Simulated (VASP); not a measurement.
Data:

```
CsSnI3
1.0
    6.25910     0.00000     0.00000
    0.00000     6.25910     0.00000
    0.00000     0.00000     6.25910
Cs Sn I
1 1 3
Direct
  0.00000   0.00000   0.00000
  0.50000   0.50000   0.50000
  0.50000   0.00000   0.50000
  0.00000   0.50000   0.50000
  0.50000   0.50000   0.00000
```

Method: RPBE GGA, VASP's PBE PAW potentials (set 64) (plane waves; VASP). Numerical set-up: 520 eV cut-off, 4×4×4 Γ-centred mesh, Gaussian smearing of 0.050 eV, potentials Cs_sv Sn_d I.

Task: Give the stress tensor in GPa (positive for a compressed cell).

Result: 
```
1.39  0.00  0.00
0.00  1.39  0.00
0.00  0.00  1.39
```
The pressure is its mean diagonal, 1.39 GPa.

The compound is CsSnI3 in the cubic perovskite structure, the ideal cubic form; the compound distorts at low or room temperature. This cell is one point of a volume scan, at 0.94 of the reference volume.
